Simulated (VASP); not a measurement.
Level of theory: LDA (Ceperley-Alder, Perdew-Zunger), VASP's LDA PAW potentials (set 64) (plane waves; VASP).

VASP input:

KPOINTS:
```
k-points along high-symmetry lines
15
Line-mode
Reciprocal
  0.000000   0.000000   0.000000 ! GAMMA
  0.500000   0.000000   0.500000 ! X

  0.500000   0.000000   0.500000 ! X
  0.625000   0.250000   0.625000 ! U

  0.375000   0.375000   0.750000 ! K
  0.000000   0.000000   0.000000 ! GAMMA

  0.000000   0.000000   0.000000 ! GAMMA
  0.500000   0.500000   0.500000 ! L

  0.500000   0.500000   0.500000 ! L
  0.500000   0.250000   0.750000 ! W

  0.500000   0.250000   0.750000 ! W
  0.500000   0.000000   0.500000 ! X
```

File POSCAR:
```
CaO
1
    0.0000000000     2.3597750707     2.3597750707
    2.3597750707     0.0000000000     2.3597750707
    2.3597750707     2.3597750707     0.0000000000
Ca O
1 1
Direct
  0.0000000000   0.0000000000   0.0000000000
  0.5000000000   0.5000000000   0.5000000000
```

**INCAR**
```
! general
SYSTEM = CaO
PREC   = Accurate
ENCUT  = 520
LREAL  = F   ! projection in real space or not
LASPH  = T   ! aspherical one-centre terms
ICHARG = 11   ! fixed density

! electronic loop
EDIFF  = 1E-7   ! SCF stop (eV)
NELM   = 100
ALGO   = Normal   ! blocked Davidson

! smearing
ISMEAR = 0   ! Gaussian
SIGMA  = 0.05   ! width (eV)

! output
LWAVE  = F
LCHARG = F
LORBIT = 11   ! lm-projected
```

POTCAR, in this order: Ca_sv O (LDA.64 set). Program: vasp_std. Read from the step before: CHGCAR.

Output of the run:

**OSZICAR**
```
       N       E                     dE             d eps       ncg     rms          rms(c)
DAV:   1     0.124571048960E+03    0.12457E+03   -0.87102E+03  2160   0.137E+03
DAV:   2    -0.622090267165E+01   -0.13079E+03   -0.12318E+03  2400   0.334E+02
DAV:   3    -0.125824352082E+02   -0.63615E+01   -0.61336E+01  2724   0.720E+01
DAV:   4    -0.128105187544E+02   -0.22808E+00   -0.22736E+00  3184   0.124E+01
DAV:   5    -0.128143571177E+02   -0.38384E-02   -0.38382E-02  2684   0.149E+00
DAV:   6    -0.128145057549E+02   -0.14864E-03   -0.14864E-03  2904   0.167E-01
DAV:   7    -0.128145074106E+02   -0.16557E-05   -0.16557E-05  2824   0.205E-02
DAV:   8    -0.128145074518E+02   -0.41146E-07   -0.41175E-07  1908   0.224E-03
   1 F= -.12814507E+02 E0= -.12814507E+02  d E =-.290318E-15
```

File OUTCAR:
```
 val. band max:        2.3406138571   @ k =   0.0000   0.0000   0.0000

 cond. band min:       5.7656487518   @ k =   0.5000   0.0000   0.5000



 k-point     1 :       0.0000    0.0000    0.0000
  band No.  band energies     occupation
      1     -34.5105      2.00000
      2     -15.5103      2.00000
      3     -15.5103      2.00000
      4     -15.5103      2.00000
      5     -12.9756      2.00000
      6       2.3406      2.00000
      7       2.3406      2.00000
      8       2.3406      2.00000
      9       7.3589      0.00000
     10       8.5732      0.00000
     11       8.5732      0.00000
     12       8.5732      0.00000

 k-point     2 :       0.0357    0.0000    0.0357
  band No.  band energies     occupation
      1     -34.5081      2.00000
      2     -15.5418      2.00000
      3     -15.5140      2.00000
      4     -15.5140      2.00000
      5     -12.9382      2.00000
      6       2.2397      2.00000
      7       2.3280      2.00000
      8       2.3280      2.00000
      9       7.4429      0.00000
     10       8.5189      0.00000
     11       8.6285      0.00000
     12       8.6285      0.00000

 k-point     3 :       0.0714    0.0000    0.0714
  band No.  band energies     occupation
      1     -34.5012      2.00000
      2     -15.6275      2.00000
      3     -15.5247      2.00000
      4     -15.5247      2.00000
      5     -12.8367      2.00000
      6       1.9727      2.00000
      7       2.2929      2.00000
      8       2.2929      2.00000
      9       7.6621      0.00000
     10       8.3642      0.00000
     11       8.7900      0.00000
     12       8.7900      0.00000

 k-point     4 :       0.1071    0.0000    0.1071
  band No.  band energies     occupation
      1     -34.4901      2.00000
      2     -15.7468      2.00000
      3     -15.5421      2.00000
      4     -15.5421      2.00000
      5     -12.6975      2.00000
      6       1.6175      2.00000
      7       2.2416      2.00000
...
```

The density is held fixed in this step, so its total energy and stress have no physical meaning.

The compound is CaO in the rock salt structure. It was relaxed first, which changed the volume by -6 %.
